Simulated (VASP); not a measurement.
Data:

```xyz
8
Lattice="0.0054 4.5486 4.5486 4.5540 0.0000 4.5540 2.2770 2.2770 0.0000" Properties=species:S:1:pos:R:3 pbc="T T T"
Hf     0.0137     4.5403     4.5403
Hf     2.2907     4.5403     6.8173
Hf     6.8253     4.5597     6.8366
Hf     4.5483     4.5597     4.5596
N      2.2783     2.2757     2.2756
N      4.5553     2.2757     4.5526
C      2.2810     4.5500     4.5500
C      4.5580     4.5500     6.8269
```

Computed with PBEsol GGA, VASP's PBE PAW potentials (set 64) (plane waves; VASP 6.6.1). Numerical set-up: 520 eV cut-off, 7×7×13 Γ-centred mesh, tetrahedra with Blöchl corrections, potentials Hf_pv N C.

Unless said otherwise, spin-orbit coupling is left out, though it shifts the bands of the heavy elements here.

**Question.** Predict the energy per atom (σ→0), band gap (on the k-mesh) with the smallest direct gap where there is one.

**Answer.** 
```yaml
band gap (on the k-mesh): none (metal, semimetal or under 0.01 eV)
energy per atom (σ→0): -11.357 eV/atom
```

Only differences to runs with the same potentials and settings are physical.

The structure was generated: Hf4C2N2 was put into an ordered model structure (R-3m), which need not be its known phase. It was relaxed first.
